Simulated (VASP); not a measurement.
Method: TPSS meta-GGA, VASP's PBE PAW potentials (set 64) (plane waves; VASP).

VASP input:

**KPOINTS**
```
Regular mesh
0
Gamma
  8 8 8
0 0 0
```

**POSCAR**
```
MgS
1.0
  0.0000000000   2.6000000000   2.6000000000
  2.6000000000   0.0000000000   2.6000000000
  2.6000000000   2.6000000000   0.0000000000
Mg S
1 1
direct
  0.0000000000   0.0000000000   0.0000000000
  0.5000000000   0.5000000000   0.5000000000
```

INCAR:
```
SYSTEM = MgS
PREC = Accurate
ENCUT = 520
EDIFF = 1E-6
NELM = 100
ALGO = Normal
LREAL = .FALSE.
LASPH = .TRUE.
ISMEAR = 0
SIGMA = 0.05
METAGGA = TPSS
LMIXTAU = .TRUE.
LWAVE = .FALSE.
LCHARG = .FALSE.
IBRION = 2
ISIF = 3
NSW = 60
EDIFFG = -0.01
```

POTCAR, in this order: Mg S (PBE.64 set). Program: vasp_std.

The run wrote:

OSZICAR:
```
       N       E                     dE             d eps       ncg     rms          rms(c)
DAV:   1     0.228067409125E+02    0.22807E+02   -0.39941E+03   488   0.891E+02
DAV:   2    -0.150613314859E+02   -0.37868E+02   -0.36711E+02   656   0.159E+02
DAV:   3    -0.166675958861E+02   -0.16063E+01   -0.15926E+01   616   0.390E+01
DAV:   4    -0.166812110800E+02   -0.13615E-01   -0.13615E-01   800   0.382E+00
DAV:   5    -0.166812213973E+02   -0.10317E-04   -0.10317E-04   688   0.926E-02    0.536E+00
DAV:   6    -0.176632674135E+02   -0.98205E+00   -0.40347E+00   464   0.305E+01    0.248E+00
DAV:   7    -0.176858623573E+02   -0.22595E-01   -0.13143E+00   528   0.831E+00    0.183E+00
DAV:   8    -0.176935179735E+02   -0.76556E-02   -0.11673E-01   480   0.444E+00    0.147E+00
DAV:   9    -0.176680342209E+02    0.25484E-01   -0.47899E-02   480   0.293E+00    0.360E-01
DAV:  10    -0.177044918292E+02   -0.36458E-01   -0.58517E-02   464   0.296E+00    0.226E-01
DAV:  11    -0.177167595689E+02   -0.12268E-01   -0.38495E-03   544   0.819E-01    0.275E-01
DAV:  12    -0.177166147809E+02    0.14479E-03   -0.10279E-04   672   0.121E-01    0.391E-01
DAV:  13    -0.177167494415E+02   -0.13466E-03   -0.38822E-04   504   0.141E-01    0.355E-02
DAV:  14    -0.177167779035E+02   -0.28462E-04   -0.82310E-05   496   0.810E-02    0.585E-02
DAV:  15    -0.177167890582E+02   -0.11155E-04   -0.43294E-06   544   0.249E-02    0.335E-02
DAV:  16    -0.177167854956E+02    0.35626E-05   -0.69847E-06   512   0.180E-02    0.691E-03
DAV:  17    -0.177167873997E+02   -0.19041E-05   -0.26543E-07   304   0.669E-03    0.202E-03
DAV:  18    -0.177167868467E+02    0.55302E-06   -0.41778E-08   272   0.269E-03
   1 F= -.17716787E+02 E0= -.17716787E+02  d E =-.177168E+02
       N       E                     dE             d eps       ncg     rms          rms(c)
DAV:   1    -0.177205771429E+02   -0.37897E-02   -0.82327E-02   536   0.190E+00    0.457E-01
DAV:   2    -0.177176950140E+02    0.28821E-02   -0.10353E-02   504   0.611E-01    0.167E-01
DAV:   3    -0.177175044551E+02    0.19056E-03   -0.23807E-03   512   0.313E-01    0.997E-02
DAV:   4    -0.177175207196E+02   -0.16265E-04   -0.47814E-05   568   0.785E-02    0.883E-02
DAV:   5    -0.177174166635E+02    0.10406E-03   -0.71925E-05   536   0.926E-02    0.146E-02
DAV:   6    -0.177175012693E+02   -0.84606E-04   -0.89157E-05   520   0.104E-01    0.704E-03
DAV:   7    -0.177175081613E+02   -0.68920E-05   -0.32357E-06   496   0.207E-02    0.626E-03
DAV:   8    -0.177175078382E+02    0.32308E-06   -0.33831E-08   256   0.245E-03
   2 F= -.17717508E+02 E0= -.17717508E+02  d E =-.720992E-03
       N       E                     dE             d eps       ncg     rms          rms(c)
DAV:   1    -0.177176789255E+02   -0.17076E-03   -0.33049E-03   544   0.382E-01    0.916E-02
DAV:   2    -0.177175594144E+02    0.11951E-03   -0.41676E-04   496   0.122E-01    0.329E-02
DAV:   3    -0.177175524051E+02    0.70093E-05   -0.92999E-05   536   0.618E-02    0.211E-02
DAV:   4    -0.177175545947E+02   -0.21896E-05   -0.17514E-06   496   0.150E-02    0.187E-02
DAV:   5    -0.177175515814E+02    0.30132E-05   -0.28965E-06   504   0.179E-02    0.282E-03
DAV:   6    -0.177175563834E+02   -0.48020E-05   -0.36825E-06   480   0.204E-02    0.150E-03
DAV:   7    -0.177175562685E+02    0.11485E-06   -0.13786E-07   256   0.415E-03
   3 F= -.17717556E+02 E0= -.17717556E+02  d E =-.769422E-03
```

File OUTCAR:
```
------------------------ aborting loop because EDIFF is reached ----------------------------------------
  FORCE on cell =-STRESS in cart. coord.  units (eV):
  Direction    XX          YY          ZZ          XY          YZ          ZX
  --------------------------------------------------------------------------------------
  Total        0.0002703      0.0002703      0.0002703      0.0000000      0.0000000      0.0000000
  in kB        0.0122019      0.0122019      0.0122019      0.0000000      0.0000000      0.0000000
  external PRESSURE =       0.0122019 kB  Pullay stress =       0.0000000 kB
  volume of cell :       35.49
      direct lattice vectors                 reciprocal lattice vectors
     0.000000000  2.608206197  2.608206197    -0.191702635  0.191702635  0.191702635
     2.608206197  0.000000000  2.608206197     0.191702635 -0.191702635  0.191702635
     2.608206197  2.608206197  0.000000000     0.191702635  0.191702635 -0.191702635
 POSITION                                       TOTAL-FORCE (eV/Angst)
 -----------------------------------------------------------------------------------
      0.00000      0.00000      0.00000         0.000000      0.000000     -0.000000
      2.60821      2.60821      2.60821        -0.000000     -0.000000      0.000000
 -----------------------------------------------------------------------------------
    total drift:                                0.000000      0.000000     -0.000000
  FREE ENERGIE OF THE ION-ELECTRON SYSTEM (eV)
  ---------------------------------------------------
  free  energy   TOTEN  =       -17.7175562685 eV

  energy  without entropy=      -17.7175562685  energy(sigma->0) =      -17.71755627

 reached required accuracy - stopping structural energy minimisation
```
(Selected blocks of OUTCAR.)

### CONTCAR
```
MgS
   1.00000000000000
     0.0000000000000000    2.6082061969650243    2.6082061969650243
     2.6082061969650243    0.0000000000000000    2.6082061969650243
     2.6082061969650243    2.6082061969650243    0.0000000000000000
  Mg              S
     1     1
Direct
     0.0000000000000000    0.0000000000000000    0.0000000000000000
     0.5000000000000000    0.5000000000000000    0.5000000000000000
```

File OUTCAR:
```
 val. band max:        3.5641329445   @ k =   0.0000   0.0000   0.0000

 cond. band min:       6.6057462196   @ k =   0.5000   0.5000   0.0000


 Fermi energy:         3.7985304801

 k-point     1 :       0.0000    0.0000    0.0000
  band No.  band energies     occupation
      1      -9.3347      2.00000
      2       3.5641      2.00000
      3       3.5641      2.00000
      4       3.5641      2.00000
      5       7.5217      0.00000
      6      11.7455      0.00000
      7      11.7455      0.00000
      8      11.7455      0.00000

 k-point     2 :       0.1250    0.0000    0.0000
  band No.  band energies     occupation
      1      -9.1838      2.00000
      2       2.5279      2.00000
      3       3.4632      2.00000
      4       3.4632      2.00000
      5       8.3109      0.00000
      6      11.3705      0.00000
      7      11.9982      0.00000
      8      11.9982      0.00000

 k-point     3 :       0.2500    0.0000    0.0000
  band No.  band energies     occupation
      1      -8.7764      2.00000
      2       0.7633      2.00000
      3       3.2424      2.00000
      4       3.2424      2.00000
      5       8.7076      0.00000
      6      11.6343      0.00000
      7      11.6343      0.00000
      8      12.0609      0.00000

 k-point     4 :       0.3750    0.0000    0.0000
  band No.  band energies     occupation
      1      -8.2818      2.00000
      2      -0.6876      2.00000
      3       3.0473      2.00000
      4       3.0473      2.00000
      5       8.3913      0.00000
      6      10.9639      0.00000
      7      10.9639      0.00000
      8      13.6394      0.00000

 k-point     5 :       0.5000    0.0000    0.0000
  band No.  band energies     occupation
      1      -8.0377      2.00000
      2      -1.2673      2.00000
      3       2.9726      2.00000
      4       2.9726      2.00000
      5       8.2404      0.00000
      6      10.7145      0.00000
      7      10.7145      0.00000
...
```

The compound is MgS in the rock salt structure. This run relaxes it. Symmetry was kept, so distortions that lower it aren't found.
